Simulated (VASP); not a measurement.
Given:

```xyz
2
Lattice="3.9105 0.0000 0.0000 0.0000 3.9105 0.0000 0.0000 0.0000 3.9105" Properties=species:S:1:pos:R:3 pbc="T T T"
Tl     0.0000     0.0000     0.0000
Br     1.9552     1.9552     1.9552
```

Calculation: PBEsol GGA, VASP's PBE PAW potentials (set 64) (plane waves; VASP). Numerical set-up: 500 eV cut-off, 7×7×7 Γ-centred mesh, Gaussian smearing of 0.050 eV, potentials Tl_d Br.

Problem. Predict the energy per atom (σ→0).

Solution. 
energy per atom (σ→0): -3.016 eV/atom

The compound is TlBr in the CsCl type structure. It was relaxed first, which changed the volume by -6 %.
